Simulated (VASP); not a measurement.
# O on W(110): binding against coverage, part 8 of 10

Aim: adsorption energy and work function of O on W(110) from low coverage to a full layer.

VASP 6.6.1, plane waves and PAW; the level of theory is named at each step.

So far. Step 16 (Relaxing the slab, cell 3 x 3, k-mesh 4×4×1): The run ended after 8 ionic steps, 0.459 eV below its first step, once the forces on the free atoms met EDIFFG = -0.03. Step 17 (The vacuum level, cell 3 x 3, k-mesh 4×4×1): The vacuum level lies 4.87 eV above the Fermi level at the upper face; both faces agree, as the slab has next to no dipole.

## 18. Relaxing the adsorbate, coverage 1/9, k-mesh 4×4×1

This step: PBE, no spin polarisation; plane waves and PAW (W, O) (VASP 6.6.1).

System of this step: W27O (W(110)). The cell holds 28 atoms: 27 W and 1 O. Its edges and angles: a = 9.516 Å, b = 8.241 Å, c = 19.486 Å, α = 90.0°, β = 90.0°, γ = 54.7°. It derives from W. 1 O over hollow sites of a 3 x 3 cell of W(110). Vacuum lies along c.

INCAR

```
SYSTEM = W27O
PREC = Normal
ENCUT = 440
EDIFF = 1E-05
NELM = 120
ISMEAR = 1
SIGMA = 0.15
LREAL = Auto
ALGO = Fast
GGA = PE
NBANDS = 104
LASPH = .TRUE.
LORBIT = 11
LWAVE = .FALSE.
LCHARG = .FALSE.
KPAR = 4
NCORE = 2
IBRION = 2
NSW = 45
ISIF = 2
EDIFFG = -0.03
POTIM = 0.4
MAXMIX = 40
IDIPOL = 3
LDIPOL = .TRUE.
DIPOL = 0.5 0.5 0.502
```

POSCAR

```
W27O
1.0
    9.5161750452      0.0000000000      0.0000000000
    4.7580875226      6.7289519054      0.0000000000
    0.0000000000      0.0000000000     19.4859679369
W O
27 1
Selective dynamics
Direct
    0.0000000000      0.0000000000      0.3848923500  F F F
    0.3333333300      0.0000000000      0.3848923500  F F F
    0.6666666700      0.0000000000      0.3848923500  F F F
    0.0000000000      0.3333333300      0.3848923500  F F F
    0.3333333300      0.3333333300      0.3848923500  F F F
    0.6666666700      0.3333333300      0.3848923500  F F F
    0.0000000000      0.6666666700      0.3848923500  F F F
    0.3333333300      0.6666666700      0.3848923500  F F F
    0.6666666700      0.6666666700      0.3848923500  F F F
    0.8333333300      0.3333333300      0.4963486400  T T T
    0.1666666700      0.3333333300      0.4963486400  T T T
    0.5000000000      0.3333333300      0.4963486400  T T T
    0.8333333300      0.6666666700      0.4963486400  T T T
    0.1666666700      0.6666666700      0.4963486400  T T T
    0.5000000000      0.6666666700      0.4963486400  T T T
    0.8333333300      0.0000000000      0.4963486400  T T T
    0.1666666700      0.0000000000      0.4963486400  T T T
    0.5000000000      0.0000000000      0.4963486400  T T T
    0.0000000000      0.0000000000      0.6077771300  T T T
    0.3333333300      0.0000000000      0.6077771300  T T T
    0.6666666700      0.0000000000      0.6077771300  T T T
    0.0000000000      0.3333333300      0.6077771300  T T T
    0.3333333300      0.3333333300      0.6077771300  T T T
    0.6666666700      0.3333333300      0.6077771300  T T T
    0.0000000000      0.6666666700      0.6077771300  T T T
    0.3333333300      0.6666666700      0.6077771300  T T T
    0.6666666700      0.6666666700      0.6077771300  T T T
    0.1250000000      0.0833333300      0.6667939600  T T T
```

KPOINTS

```
Automatic mesh
0
Gamma
4 4 1
0 0 0
```

PAW data sets: W and O (PBE family, release 64).

Command:

```bash
mpirun -np 8 vasp_std
```

Log:

```text
[banner, memory and clock lines left out]
running    8 mpi-ranks, on    1 nodes
[...]
LDA part: xc-table for (Slater+PW92), standard interpolation
 POSCAR, INCAR and KPOINTS ok, starting setup
[...]
entering main loop
       N       E                     dE             d eps       ncg     rms          rms(c)
DAV:   1     0.871495314073E+03    0.87150E+03   -0.56906E+04  1464   0.112E+03
DAV:   2    -0.215023473803E+03   -0.10865E+04   -0.10434E+04  2112   0.254E+02
DAV:   3    -0.345041926671E+03   -0.13002E+03   -0.12571E+03  1752   0.884E+01
DAV:   4    -0.355846876484E+03   -0.10805E+02   -0.10608E+02  2400   0.210E+01
[...]
RMM:  26    -0.333633867883E+03   -0.17451E-04   -0.17931E-06   559   0.318E-03    0.559E-03
RMM:  27    -0.333633884859E+03   -0.16976E-04   -0.15993E-06   644   0.311E-03    0.408E-03
RMM:  28    -0.333633888496E+03   -0.36366E-05   -0.83551E-07   528   0.256E-03
   1 F= -.33363389E+03 E0= -.33363790E+03  d E =-.333634E+03
[... from here on, the cycles between the ionic steps are left out ...]
   2 F= -.33373773E+03 E0= -.33374067E+03  d E =-.103843E+00
   3 F= -.33373809E+03 E0= -.33374095E+03  d E =-.104205E+00
   4 F= -.33375958E+03 E0= -.33376193E+03  d E =-.214828E-01
   5 F= -.33376283E+03 E0= -.33376493E+03  d E =-.247370E-01
   6 F= -.33377244E+03 E0= -.33377443E+03  d E =-.960602E-02
   7 F= -.33377660E+03 E0= -.33377848E+03  d E =-.137665E-01
   8 F= -.33378031E+03 E0= -.33378190E+03  d E =-.371074E-02
   9 F= -.33378117E+03 E0= -.33378254E+03  d E =-.456838E-02
  10 F= -.33378246E+03 E0= -.33378368E+03  d E =-.129255E-02
  11 F= -.33378252E+03 E0= -.33378371E+03  d E =-.135558E-02
  12 F= -.33378306E+03 E0= -.33378415E+03  d E =-.542957E-03
  13 F= -.33378310E+03 E0= -.33378416E+03  d E =-.579860E-03
  14 F= -.33378336E+03 E0= -.33378431E+03  d E =-.260227E-03
 trial-energy change:   -0.000260  1 .order   -0.000254   -0.000579    0.000071
 step:   1.5509(harm=  1.5509)  dis= 0.00414  next Energy=  -333.783359 (dE=-0.258E-03)
 reached required accuracy - stopping structural energy minimisation
```

Run time: 14 min. Hardware: 8 MPI ranks of AMD EPYC 7R43, shared host; peak memory 4.5 GiB.

OUTCAR, selected parts (step 18):

```text
  Total      -40.3775830    -26.1989210     -0.5224307      0.0000000     -0.1845162      0.0000000
  in kB      -51.8464555    -33.6404779     -0.6708222      0.0000000     -0.2369263      0.0000000
  external PRESSURE =     -28.7192519 kB  Pullay stress =       0.0000000 kB

 POSITION                                       TOTAL-FORCE (eV/Angst)
 -----------------------------------------------------------------------------------
      0.00000      0.00000      7.50000        -0.056141      0.034938     -0.001143
      3.17206      0.00000      7.50000         0.056141      0.034938     -0.001143
      6.34412      0.00000      7.50000        -0.000000      0.081217      0.104920
      1.58603      2.24298      7.50000         0.000000     -0.105714      0.066710
      4.75809      2.24298      7.50000         0.034942      0.043055     -0.064230
      7.93015      2.24298      7.50000        -0.034942      0.043055     -0.064230
      3.17206      4.48597      7.50000        -0.033983     -0.052842     -0.039124
      6.34412      4.48597      7.50000        -0.000000      0.007649      0.090340
      9.51618      4.48597      7.50000         0.033983     -0.052842     -0.039124
      9.51727      2.23516      9.68088         0.000935     -0.002877     -0.001520
      3.17096      2.23516      9.68088        -0.000935     -0.002877     -0.001520
      6.34412      2.23937      9.67369         0.000000     -0.019372     -0.003214
     11.10220      4.48249      9.66559        -0.000000      0.010601     -0.007307
      4.75341      4.48637      9.67671         0.004549      0.003184     -0.001718
[...]
-----------------------------------------------------------------------------------
    total drift:                                0.000128      0.009237     -0.019810

  FREE ENERGIE OF THE ION-ELECTRON SYSTEM (eV)
  ---------------------------------------------------
  free  energy   TOTEN  =      -333.7833612820 eV

  energy  without entropy=     -333.7862057199  energy(sigma->0) =     -333.78430943

[... 3 parts as in an earlier step ...]

[... 1 further part left out ...]
[key lines of the parts left out:]
E-fermi :  -0.4094
```

The run ended after 14 ionic steps, 0.149 eV below its first step, once the forces on the free atoms met EDIFFG = -0.03.

## 19. The vacuum level with the adsorbate, coverage 1/9, k-mesh 4×4×1

INCAR

```
SYSTEM = W27O
PREC = Normal
ENCUT = 440
EDIFF = 1E-06
NELM = 120
ISMEAR = 1
SIGMA = 0.15
LREAL = Auto
ALGO = Fast
GGA = PE
NBANDS = 104
LASPH = .TRUE.
LORBIT = 11
LWAVE = .FALSE.
LCHARG = .FALSE.
KPAR = 4
NCORE = 2
IDIPOL = 3
LDIPOL = .TRUE.
DIPOL = 0.5 0.5 0.503
LVHAR = .TRUE.
LVACPOTAV = .TRUE.
```

POSCAR

```
W27O
1.0
    9.5161750452      0.0000000000      0.0000000000
    4.7580875226      6.7289519054      0.0000000000
    0.0000000000      0.0000000000     19.4859679369
W O
27 1
Selective dynamics
Direct
    0.0000000000      0.0000000000      0.3848923500  F F F
    0.3333333300      0.0000000000      0.3848923500  F F F
    0.6666666700      0.0000000000      0.3848923500  F F F
    0.0000000000      0.3333333300      0.3848923500  F F F
    0.3333333300      0.3333333300      0.3848923500  F F F
    0.6666666700      0.3333333300      0.3848923500  F F F
    0.0000000000      0.6666666700      0.3848923500  F F F
    0.3333333300      0.6666666700      0.3848923500  F F F
    0.6666666700      0.6666666700      0.3848923500  F F F
    0.8340302660      0.3321701664      0.4968128419  T T T
    0.1671328976      0.3321701664      0.4968128419  T T T
    0.5002687392      0.3327958517      0.4964441094  T T T
    0.8335920329      0.6661492641      0.4960283146  T T T
    0.1661453700      0.6667269657      0.4965986778  T T T
    0.5004610043      0.6667269657      0.4965986778  T T T
    0.8342026437      0.9984113160      0.4958841349  T T T
    0.1669611680      0.9994110040      0.4969003936  T T T
    0.5007193703      0.9984113160      0.4958841349  T T T
    0.0017361057      0.9979999171      0.6107927160  T T T
    0.3335973073      0.9979999171      0.6107927160  T T T
    0.6687823714      0.9957685971      0.6070661938  T T T
    0.9966179670      0.3400973960      0.6093467565  T T T
    0.3352863685      0.3302311466      0.6072329851  T T T
    0.6678158149      0.3302311466      0.6072329851  T T T
    0.0012066212      0.6652223175      0.6081541912  T T T
    0.3398949947      0.6535433406      0.6068816208  T T T
    0.6669044013      0.6652223175      0.6081541912  T T T
    0.1206336733      0.0920659835      0.6720272750  T T T
```

KPOINTS is that of step 18.

Command:

```bash
mpirun -np 8 vasp_std
```

Log:

```text
[... set-up lines as in an earlier step ...]
 entering main loop
       N       E                     dE             d eps       ncg     rms          rms(c)
DAV:   1     0.867604990968E+03    0.86760E+03   -0.56885E+04  1464   0.112E+03
DAV:   2    -0.213540208991E+03   -0.10811E+04   -0.10374E+04  2096   0.253E+02
DAV:   3    -0.345587452203E+03   -0.13205E+03   -0.12764E+03  1776   0.889E+01
DAV:   4    -0.355993256036E+03   -0.10406E+02   -0.10210E+02  2352   0.211E+01
[...]
RMM:  30    -0.333783374349E+03   -0.20953E-05   -0.33626E-07   953   0.116E-03    0.101E-03
RMM:  31    -0.333783375385E+03   -0.10351E-05   -0.20888E-07   832   0.988E-04    0.778E-04
RMM:  32    -0.333783375640E+03   -0.25530E-06   -0.99280E-08   598   0.791E-04
 [... a notice as in an earlier step ...]

   1 F= -.33378338E+03 E0= -.33378433E+03  d E =0.285693E-02
```

Run time: 3.3 min. Hardware: 8 MPI ranks; peak memory 4 GiB; 23 min of CPU time.

From OUTCAR (step 19):

```text
  Total      -40.3026467    -26.1253744     -0.4439506      0.0000000     -0.1847520      0.0000000
  in kB      -51.7502343    -33.5460412     -0.5700505      0.0000000     -0.2372290      0.0000000
  external PRESSURE =     -28.6221087 kB  Pullay stress =       0.0000000 kB

 POSITION                                       TOTAL-FORCE (eV/Angst)
 -----------------------------------------------------------------------------------
      0.00000      0.00000      7.50000        -0.055124      0.035737     -0.000947
      3.17206      0.00000      7.50000         0.055124      0.035737     -0.000947
      6.34412      0.00000      7.50000         0.000000      0.081457      0.104014
      1.58603      2.24298      7.50000        -0.000000     -0.104926      0.068572
      4.75809      2.24298      7.50000         0.034216      0.043951     -0.064490
      7.93015      2.24298      7.50000        -0.034216      0.043951     -0.064490
      3.17206      4.48597      7.50000        -0.033923     -0.053855     -0.038415
      6.34412      4.48597      7.50000         0.000000      0.007897      0.090214
      9.51618      4.48597      7.50000         0.033923     -0.053855     -0.038415
      9.51727      2.23516      9.68088         0.002140     -0.003233     -0.001871
      3.17096      2.23516      9.68088        -0.002140     -0.003233     -0.001871
      6.34412      2.23937      9.67369        -0.000000     -0.019628     -0.003936
     11.10220      4.48249      9.66559         0.000000      0.009928     -0.008359
      4.75341      4.48637      9.67671         0.003086      0.002601     -0.003226
[...]
-----------------------------------------------------------------------------------
    total drift:                                0.000141      0.004367     -0.024205

  FREE ENERGIE OF THE ION-ELECTRON SYSTEM (eV)
  ---------------------------------------------------
  free  energy   TOTEN  =      -333.7833756398 eV

  energy  without entropy=     -333.7862325691  energy(sigma->0) =     -333.78432795

[... 2 parts as in an earlier step ...]

[... 1 further part left out ...]
[key lines of the parts left out:]
E-fermi :  -0.4088
```

At the end the adsorbate's closest contact with the slab is O-W at 2.07 Å, 1.67 Å to the side of the slab's atom, and its lowest atom lies 1.19 Å above the highest atom of the slab.

The vacuum level lies 4.90 eV above the Fermi level at the upper face; the two faces differ by 0.04 eV, the step that the slab's dipole of 0.014 e·Å makes.

The program found no field-free point at its default tolerance, but its printed level agrees with the flat part of the planar average.

## 20. Relaxing the adsorbate, coverage 2/9, k-mesh 4×4×1

System of this step: W27O2 (W(110)). The cell holds 29 atoms: 27 W and 2 O. Its edges and angles: a = 9.516 Å, b = 8.241 Å, c = 19.486 Å, α = 90.0°, β = 90.0°, γ = 54.7°. It derives from W. 2 O over hollow sites of a 3 x 3 cell of W(110). Vacuum lies along c.

INCAR

```
SYSTEM = W27O2
PREC = Normal
ENCUT = 440
EDIFF = 1E-05
NELM = 120
ISMEAR = 1
SIGMA = 0.15
LREAL = Auto
ALGO = Fast
GGA = PE
NBANDS = 112
LASPH = .TRUE.
LORBIT = 11
LWAVE = .FALSE.
LCHARG = .FALSE.
KPAR = 4
NCORE = 2
IBRION = 2
NSW = 45
ISIF = 2
EDIFFG = -0.03
POTIM = 0.4
MAXMIX = 40
IDIPOL = 3
LDIPOL = .TRUE.
DIPOL = 0.5 0.5 0.508
```

POSCAR

```
W27O2
1.0
    9.5161750452      0.0000000000      0.0000000000
    4.7580875226      6.7289519054      0.0000000000
    0.0000000000      0.0000000000     19.4859679369
W O
27 2
Selective dynamics
Direct
    0.0000000000      0.0000000000      0.3848923500  F F F
    0.3333333300      0.0000000000      0.3848923500  F F F
    0.6666666700      0.0000000000      0.3848923500  F F F
    0.0000000000      0.3333333300      0.3848923500  F F F
    0.3333333300      0.3333333300      0.3848923500  F F F
    0.6666666700      0.3333333300      0.3848923500  F F F
    0.0000000000      0.6666666700      0.3848923500  F F F
    0.3333333300      0.6666666700      0.3848923500  F F F
    0.6666666700      0.6666666700      0.3848923500  F F F
    0.8333333300      0.3333333300      0.4963486400  T T T
    0.1666666700      0.3333333300      0.4963486400  T T T
    0.5000000000      0.3333333300      0.4963486400  T T T
    0.8333333300      0.6666666700      0.4963486400  T T T
    0.1666666700      0.6666666700      0.4963486400  T T T
    0.5000000000      0.6666666700      0.4963486400  T T T
    0.8333333300      0.0000000000      0.4963486400  T T T
    0.1666666700      0.0000000000      0.4963486400  T T T
    0.5000000000      0.0000000000      0.4963486400  T T T
    0.0000000000      0.0000000000      0.6077771300  T T T
    0.3333333300      0.0000000000      0.6077771300  T T T
    0.6666666700      0.0000000000      0.6077771300  T T T
    0.0000000000      0.3333333300      0.6077771300  T T T
    0.3333333300      0.3333333300      0.6077771300  T T T
    0.6666666700      0.3333333300      0.6077771300  T T T
    0.0000000000      0.6666666700      0.6077771300  T T T
    0.3333333300      0.6666666700      0.6077771300  T T T
    0.6666666700      0.6666666700      0.6077771300  T T T
    0.1250000000      0.0833333300      0.6667939600  T T T
    0.4583333300      0.4166666700      0.6667939600  T T T
```

KPOINTS is that of step 19.

Command:

```bash
mpirun -np 8 vasp_std
```

Log:

```text
[banner, memory and clock lines left out]
running    8 mpi-ranks, on    1 nodes
[...]
LDA part: xc-table for (Slater+PW92), standard interpolation
 POSCAR, INCAR and KPOINTS ok, starting setup
[...]
entering main loop
       N       E                     dE             d eps       ncg     rms          rms(c)
DAV:   1     0.921655666872E+03    0.92166E+03   -0.59245E+04  1576   0.108E+03
DAV:   2    -0.216487119446E+03   -0.11381E+04   -0.10830E+04  2240   0.255E+02
DAV:   3    -0.356394482921E+03   -0.13991E+03   -0.13506E+03  1912   0.896E+01
DAV:   4    -0.366275449420E+03   -0.98810E+01   -0.97095E+01  2520   0.205E+01
[...]
RMM:  26    -0.342524084526E+03   -0.28858E-04   -0.29024E-06   682   0.314E-03    0.389E-03
RMM:  27    -0.342524097921E+03   -0.13394E-04   -0.19191E-06   688   0.284E-03    0.228E-03
RMM:  28    -0.342524100511E+03   -0.25907E-05   -0.89945E-07   544   0.228E-03
   1 F= -.34252410E+03 E0= -.34252378E+03  d E =-.342524E+03
[... from here on, the cycles between the ionic steps are left out ...]
   2 F= -.34269032E+03 E0= -.34269069E+03  d E =-.166217E+00
   3 F= -.34269212E+03 E0= -.34269262E+03  d E =-.168017E+00
   4 F= -.34273434E+03 E0= -.34273473E+03  d E =-.422191E-01
   5 F= -.34274066E+03 E0= -.34274109E+03  d E =-.485420E-01
   6 F= -.34275876E+03 E0= -.34275864E+03  d E =-.180981E-01
   7 F= -.34276563E+03 E0= -.34276490E+03  d E =-.249660E-01
   8 F= -.34277482E+03 E0= -.34277401E+03  d E =-.919472E-02
   9 F= -.34277653E+03 E0= -.34277575E+03  d E =-.109000E-01
  10 F= -.34277868E+03 E0= -.34277809E+03  d E =-.215525E-02
  11 F= -.34277882E+03 E0= -.34277819E+03  d E =-.229864E-02
  12 F= -.34277983E+03 E0= -.34277906E+03  d E =-.100211E-02
  13 F= -.34277986E+03 E0= -.34277907E+03  d E =-.103585E-02
  14 F= -.34278032E+03 E0= -.34277955E+03  d E =-.461578E-03
 trial-energy change:   -0.000462  1 .order   -0.000450   -0.000742   -0.000158
 step:   2.0689(harm=  2.0689)  dis= 0.00296  next Energy=  -342.780331 (dE=-0.471E-03)
 reached required accuracy - stopping structural energy minimisation
```

Wall time 14 min (8 MPI ranks); peak memory 4.7 GiB.

From OUTCAR (step 20):

```text
  Total      -40.7256102    -23.0444057     -0.5895923      0.0000000     -0.7517773      0.0000000
  in kB      -52.2933365    -29.5899523     -0.7570604      0.0000000     -0.9653126      0.0000000
  external PRESSURE =     -27.5467831 kB  Pullay stress =       0.0000000 kB

 POSITION                                       TOTAL-FORCE (eV/Angst)
 -----------------------------------------------------------------------------------
      0.00000      0.00000      7.50000         0.041020     -0.096152     -0.055187
      3.17206      0.00000      7.50000        -0.041020     -0.096152     -0.055187
      6.34412      0.00000      7.50000        -0.000000      0.117912      0.196981
      1.58603      2.24298      7.50000        -0.000000     -0.000703      0.181131
      4.75809      2.24298      7.50000        -0.037720      0.090245     -0.053270
      7.93015      2.24298      7.50000         0.037720      0.090245     -0.053270
      3.17206      4.48597      7.50000        -0.073341      0.057558     -0.137613
      6.34412      4.48597      7.50000         0.000000     -0.050110      0.126913
      9.51618      4.48597      7.50000         0.073341      0.057558     -0.137613
      9.51395      2.22089      9.67578        -0.000763     -0.005556      0.007824
      3.17428      2.22089      9.67578         0.000763     -0.005556      0.007824
      6.34412      2.23519      9.68858        -0.000000     -0.003289      0.001982
     11.10220      4.47502      9.66433        -0.000000     -0.006639     -0.003450
      4.75170      4.47636      9.68136         0.000208     -0.004849     -0.000059
[...]
-----------------------------------------------------------------------------------
    total drift:                                0.000095     -0.007110     -0.021602

  FREE ENERGIE OF THE ION-ELECTRON SYSTEM (eV)
  ---------------------------------------------------
  free  energy   TOTEN  =      -342.7803211559 eV

  energy  without entropy=     -342.7780150841  energy(sigma->0) =     -342.77955247

[... 2 parts as in an earlier step ...]

[... 2 further parts left out ...]
[key lines of the parts left out:]
E-fermi :  -0.3543
```

The run ended after 14 ionic steps, 0.256 eV below its first step, once the forces on the free atoms met EDIFFG = -0.03.

(Part 8 of 10 ends here.)

[Lines on the potential files, build, host, timing and source positions are cut from VASP's logs without a mark.]

[Logs are printed without paths, hosts, clocks, repeated set-up lines and the standing remarks that a program may print on its own settings, such as how far it seeks lower states.]

[Hosts, paths, dates, database ids (printed as entryN), source tags and the programs' standing remarks are cut or masked in the printed files.]

[Runs that stopped without an error message from VASP are left out.]
